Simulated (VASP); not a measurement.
Energy against volume of ZrB₂ (AlB2 type). Level of theory: optB86b-vdW, VASP's PBE PAW potentials (set 64) (plane waves; VASP). Settings: 520 eV cut-off, 11×11×9 Γ-centred mesh, first-order Methfessel-Paxton smearing of 0.10 eV, potentials Zr_sv B.

Shape and ions are relaxed at each volume.

```tsv
V (Å³/atom)	E (eV/atom)
9.932	-7.12139
10.239	-7.12876
10.546	-7.12218
10.853	-7.10358
```

Question: Fit these four points and predict the energy of the run at 9.625 Å³/atom.

Answer: A cubic in V^(−2/3), the third-order Birch-Murnaghan form, passes through the four points with V0 = 10.24 Å³/atom and B0 = 242 GPa, and gives -7.0978 eV/atom there. The run gave -7.0978 eV/atom, -0.1 meV/atom from the fit; all five points give B0 = 242 GPa.

The compound is ZrB2 in the AlB2 type structure. It was relaxed first.
